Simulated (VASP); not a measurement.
AlGaP2 (space group P-4m2): the band gap from VASP (plane waves, PAW) at several levels of theory. Gaps are without spin-orbit coupling. Each level names its cell: its own relaxed one, PBE's, or the starting one. A gap is the smallest over the k-mesh and a band path; hybrids may have named points in place of the path, and GW has the mesh alone.

```
level             band gap (eV)
----------------  -------------
LDA (own cell)             1.44
HSE06 (PBE cell)           2.36
```

The cell of the LDA (own cell) run:

AlGaP2 is taken in the tetragonal space group P-4m2 (No. 115), Pearson symbol tP4. Lattice parameters: a = 3.8359 Å, b = 3.8359 Å, c = 5.3932 Å, α = 90.00°, β = 90.00°, γ = 90.00°. Al on 1c has 4 P at 2.346 Å (tetrahedral). Ga on 1a is surrounded by 4 P at 2.343 Å (tetrahedral). P on 2g is coordinated by 2 Ga at 2.343 Å and 2 Al at 2.346 Å (tetrahedral). (Neighbours: up to the widest gap in distance over summed covalent radii, below 1.35, at either atom; cation-cation and far metal-metal contacts left out.)

Only levels that ran to the end are used. Left out are those held back, those with too coarse a band path, GW runs whose mesh misses a band edge, hybrids' fits of cells that aren't cubic and levels without matching references; a question may draw on a part of the rest.

The structure comes from a computed database's AlGaP2 entry (P-4m2); how it stands against other phases isn't given here.
